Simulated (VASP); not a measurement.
OSZICAR of a VASP run on KF (rock salt):

File OSZICAR:
```
       N       E                     dE             d eps       ncg     rms          rms(c)
DAV:   1     0.936760078329E+02    0.93676E+02   -0.81005E+03   840   0.123E+03
DAV:   2    -0.186942179585E+02   -0.11237E+03   -0.10370E+03  1064   0.331E+02
DAV:   3    -0.232930492434E+02   -0.45988E+01   -0.45478E+01  1188   0.620E+01
DAV:   4    -0.234351382566E+02   -0.14209E+00   -0.14118E+00  1048   0.100E+01
DAV:   5    -0.234394002566E+02   -0.42620E-02   -0.42605E-02  1124   0.145E+00    0.677E+00
DAV:   6    -0.158229366109E+02    0.76165E+01   -0.11279E+01  1012   0.335E+01    0.306E+00
DAV:   7    -0.198300124714E+02   -0.40071E+01   -0.88726E+00  1252   0.383E+01    0.609E+00
DAV:   8    -0.162175570704E+02    0.36125E+01   -0.59764E+00  1248   0.228E+01    0.213E+00
DAV:   9    -0.172913714096E+02   -0.10738E+01   -0.32272E+00  1272   0.206E+01    0.316E+00
DAV:  10    -0.177884107871E+02   -0.49704E+00   -0.30046E-01  1288   0.553E+00    0.367E+00
DAV:  11    -0.160696929066E+02    0.17187E+01   -0.18347E+00  1056   0.165E+01    0.158E+00
DAV:  12    -0.161223396950E+02   -0.52647E-01   -0.50096E-02   948   0.246E+00    0.149E+00
DAV:  13    -0.161329207409E+02   -0.10581E-01   -0.76032E-03  1280   0.122E+00    0.138E+00
DAV:  14    -0.161117374113E+02    0.21183E-01   -0.14817E-03   924   0.552E-01    0.127E+00
DAV:  15    -0.161598630836E+02   -0.48126E-01   -0.29749E-02   860   0.251E+00    0.466E-01
DAV:  16    -0.161590468735E+02    0.81621E-03   -0.55622E-04  1032   0.299E-01    0.425E-01
DAV:  17    -0.161581552525E+02    0.89162E-03   -0.42777E-04  1084   0.221E-01    0.490E-01
DAV:  18    -0.161584363639E+02   -0.28111E-03   -0.11946E-03   944   0.494E-01    0.306E-01
DAV:  19    -0.161583691487E+02    0.67215E-04   -0.19556E-03  1168   0.576E-01    0.115E-01
DAV:  20    -0.161579354554E+02    0.43369E-03   -0.26321E-04  1252   0.195E-01    0.496E-02
DAV:  21    -0.161577761883E+02    0.15927E-03   -0.94929E-05  1320   0.114E-01    0.315E-02
DAV:  22    -0.161578023533E+02   -0.26165E-04   -0.83571E-05  1140   0.123E-01    0.251E-02
DAV:  23    -0.161577953783E+02    0.69750E-05   -0.57123E-06  1044   0.387E-02    0.121E-02
DAV:  24    -0.161578003179E+02   -0.49396E-05   -0.18846E-06   932   0.232E-02    0.291E-03
DAV:  25    -0.161577996210E+02    0.69683E-06   -0.78193E-07   976   0.118E-02    0.169E-03
DAV:  26    -0.161578001161E+02   -0.49504E-06   -0.50608E-07   972   0.105E-02    0.131E-03
DAV:  27    -0.161578010849E+02   -0.96879E-06   -0.18631E-07   956   0.566E-03    0.109E-03
DAV:  28    -0.161578004479E+02    0.63695E-06   -0.49948E-08   504   0.354E-03    0.602E-04
DAV:  29    -0.161578006970E+02   -0.24913E-06   -0.43896E-08   548   0.288E-03    0.184E-04
DAV:  30    -0.161578005790E+02    0.11809E-06   -0.92571E-09   444   0.979E-04    0.170E-04
DAV:  31    -0.161578005940E+02   -0.15088E-07   -0.46315E-09   444   0.498E-04
   1 F= -.16157801E+02 E0= -.16157801E+02  d E =-.179069E-12
```

Problem. Which electronic solver shows in the log?

Solution. It is blocked Davidson (ALGO = Normal, or the opening steps of other solvers). The INCAR had ALGO = Normal.

Problem. Can the final energy be trusted as converged?

Solution. The run converged. It stopped with EDIFF = 1E-7, NELM = 100 (MS2 meta-GGA, plane waves, VASP's PBE PAW potentials (set 64)).

The compound is KF in the rock salt structure. The cell was not relaxed at this level.
